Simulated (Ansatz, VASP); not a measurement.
# Two plane-wave programs on Na2TlF

The input INCAR:

```
SYSTEM = Na2TlF
  ALGO = Fast
  EDIFF = 1E-6
  ENCUT = 520
  GGA = PE
  ISIF = 2
  ISMEAR = 1
  LASPH = .True.
  LCHARG = .False.
  LREAL = .False.
  LWAVE = .False.
  NBANDS = 25
  NELM = 80
  PREC = Accurate
  SIGMA = 0.0714
```

The input KPOINTS:

```
k-points
0
Gamma
  6 6 6
  0 0 0
```

The input POSCAR:

```
Na2TlF
1.0
    1.9188530000      3.3235470000      0.0000000000
   -1.9188530000      3.3235470000      0.0000000000
    0.0000000000     -2.2156980000      6.8174400000
Tl F Na
1 1 2
Direct
    0.5000000000      0.5000000000      0.5000000000
    0.0000000000      0.0000000000      0.0000000000
    0.2624000000      0.2624000000      0.7872000000
    0.7376000000      0.7376000000      0.2128000000
```

Input for Ansatz:

```yaml
crystal:
  lattice:
    - [1.918853, 3.323547, 0.0]
    - [-1.918853, 3.323547, 0.0]
    - [0.0, -2.215698, 6.81744]
  atoms:
    - { symbol: Tl, position: [0.5, 0.5, 0.5] }
    - { symbol: F, position: [0.0, 0.0, 0.0] }
    - { symbol: Na, position: [0.2624, 0.2624, 0.7872] }
    - { symbol: Na, position: [0.7376, 0.7376, 0.2128] }
  symmetry: { tolerance: 0.0003 }
kpoints:
  mp_grid: { grid: [6, 6, 6], shift: [0, 0, 0] }
magnetization:
  spin_polarized: false
scf:
  occupations: { method: cold, width: 0.0714 }
  eigensolver: { kind: davidson }
hamiltonian:
  pseudopotentials: { kind: paw }
  xc: pbe
basis:
  ecutwfc: 420
  precision: f64
output:
  forces: true
  stress: true
  eigenvalues: true
```

The cell was built by a generator and needn't be a form met in nature.

Alike in both runs: task single point; functional PBE; k mesh 6 × 6 × 6; no spin polarisation.

|  | VASP | Ansatz |
| --- | --- | --- |
| version | VASP 6.6.1 | Ansatz 0.2.0 |
| potentials or method | VASP PAW PBE potentials, release 64 (Tl_d, F, Na_pv) | PAW plane waves |
| plane-wave cutoff (eV) | 520 | 420 |
| occupations | methfessel-paxton of order 1, width 0.0714 eV | cold, width 0.0714 eV |
| valence electrons in the cell | 34 | 38 |

VASP gave:

| Property | Result |
| --- | --- |
| gap on the k mesh at the Fermi level (eV) | none |
| pressure (GPa) | 1.2 |
| largest component of the traceless stress (GPa) | 3.98 |
| rms of the force components (eV/Å) | 0.538 |

Problem. Estimate Ansatz's values.

Solution. gap on the k mesh at the Fermi level (eV): none; pressure (GPa): 1.3; largest component of the traceless stress (GPa): 3.95; rms of the force components (eV/Å): 0.538.

Atom by atom the forces differ by 0.001 eV/Å (rms over components). A gap of «none» marks a metal or a gap that the smearing closes. The two sets of potentials don't hold the same shells in valence. Ansatz warned: «structure_snapped_to_symmetry».

Caveats: forces of over 1 eV/Å show positions far from the minimum, so gaps and moduli don't describe the material at rest. The runs have no spin-orbit coupling, so splittings on Tl are missing.
